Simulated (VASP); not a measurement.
Data:

```yaml
crystal:
  lattice:
    - [3.23730, 0.00000, 0.00000]
    - [-1.61865, 2.80359, 0.00000]
    - [0.00000, 0.00000, 3.73194]
  atoms:
    - { symbol: Tm, position: [0.00000, 0.00000, 0.00000] }
    - { symbol: B, position: [0.33333, 0.66667, 0.50000] }
    - { symbol: B, position: [0.66667, 0.33333, 0.50000] }
```

Method: PBEsol GGA, VASP's PBE PAW potentials (set 64) (plane waves; VASP 6.6.1). Run with 600 eV cut-off, 10×10×8 Γ-centred mesh, first-order Methfessel-Paxton smearing of 0.10 eV, potentials Tm_3 B.

The 4f electrons are frozen in the core of the lanthanide potential, so 4f levels, which can set the real gap, and their magnetism are missing.

Each relaxation starts from this cell; other phases were not tried.

**Question.** The cell is relaxed at 2 GPa. What happens?

**Answer.** The volume per atom goes from 11.29 to 11.18 Å³ (-1.0 %), and the cell becomes a = b = 3.226 Å, c = 3.720 Å, α = β = 90.00°, γ = 120.00°, space group P6/mmm.

**Question.** The cell is relaxed at 5 GPa. What happens?

**Answer.** The volume per atom goes from 11.29 to 11.01 Å³ (-2.5 %), and the cell becomes a = 3.2100 Å, b = 3.2100 Å, c = 3.7014 Å, α = 90.00°, β = 90.00°, γ = 120.00°, space group P6/mmm.

Failed runs are left out, and for metals the shear rows, which the mesh's noise covers.

The structure comes from a computed database's TmB2 entry (P6/mmm); how it stands against other phases isn't given here. The electron count is odd and the run is not spin-polarised, which forces a metal.
